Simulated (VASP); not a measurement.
Given:

```
CELL_PARAMETERS angstrom
      4.32442     0.00000     0.00000
      0.00000     4.32442     0.00000
      0.00000     0.00000     4.32442
ATOMIC_POSITIONS crystal
  Cu 0.25000 0.25000 0.75000
  Cu 0.25000 0.75000 0.25000
  Cu 0.75000 0.75000 0.75000
  Cu 0.75000 0.25000 0.25000
  O  0.50000 0.50000 0.50000
  O  0.00000 0.00000 0.00000
```

Computed with PBE GGA, VASP's PBE PAW potentials (set 64) (plane waves; VASP 6.6.1). Run with 560 eV cut-off, 6×6×6 Γ-centred mesh, Gaussian smearing of 0.010 eV, potentials Cu O.

The ions, cell shape and volume are relaxed. Predict the relaxed structure.

```
CELL_PARAMETERS angstrom
      4.30827     0.00000     0.00000
      0.00000     4.30827     0.00000
      0.00000     0.00000     4.30827
ATOMIC_POSITIONS crystal
  Cu 0.25000 0.25000 0.75000
  Cu 0.25000 0.75000 0.25000
  Cu 0.75000 0.75000 0.75000
  Cu 0.75000 0.25000 0.25000
  O  0.50000 0.50000 0.50000
  O  0.00000 0.00000 0.00000
```
Space group Pn-3m (224), at a tolerance of 0.03 Å.

How do energy and volume change from the first to the last step?

The energy (σ→0) changes by -0.6 meV/atom and the volume by -1.1 %, in 3 ionic steps.

The structure comes from a computed database's Cu2O entry; how it stands against other phases isn't given here. This run relaxes it. Symmetry was kept, so distortions that lower it aren't found. The run is one of a series of settings (EDIFF = 1E-09, EDIFFG = -0.005, ENCUT = 560, IBRION = 2, ISIF = 3, NSW = 50, KPOINTS 6×6×6 Γ-centred mesh against the base run), some of them coarse on purpose.
